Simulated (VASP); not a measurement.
Shape and ions are relaxed at each volume.

```xyz
2
Lattice="3.8810 -2.1634 -0.0304 3.8810 2.1634 -0.0304 2.7030 0.0000 3.5267" Properties=species:S:1:pos:R:3 pbc="T T T"
Sb     2.4703     0.0000     0.8181
Sb     7.9948     0.0000     2.6478
```

These are PBE GGA with D3 dispersion (Becke-Johnson damping), VASP's PBE PAW potentials (set 64) (plane waves; VASP) values and carry that method's errors. Run with 520 eV cut-off, 8×8×8 Γ-centred mesh, Gaussian smearing of 0.050 eV, potentials Sb.

Task: Give the energy at these volumes per atom, relative to the lowest: 28.05, 28.95, 29.85, 30.74, 31.64 Å³.

Result: 16.0, 3.6, 0.0, 4.0, 13.6 meV/atom. A third-order Birch-Murnaghan fit gives B0 = 43.8 GPa and B0′ = 6.3.

Measured: bulk modulus 39.5 GPa at 0 K (computed value off by +10.9 %), as given by K. Lejaeghere et al., Critical reviews in solid state and materials sciences/CRC critical reviews in solid state and materials sciences (2013), arXiv:1204.2733 [extrapolated to 0 K and zero-point effects removed (source: thermally corrected experimental values)].

The compound is Sb in the a7 structure. It was relaxed first.
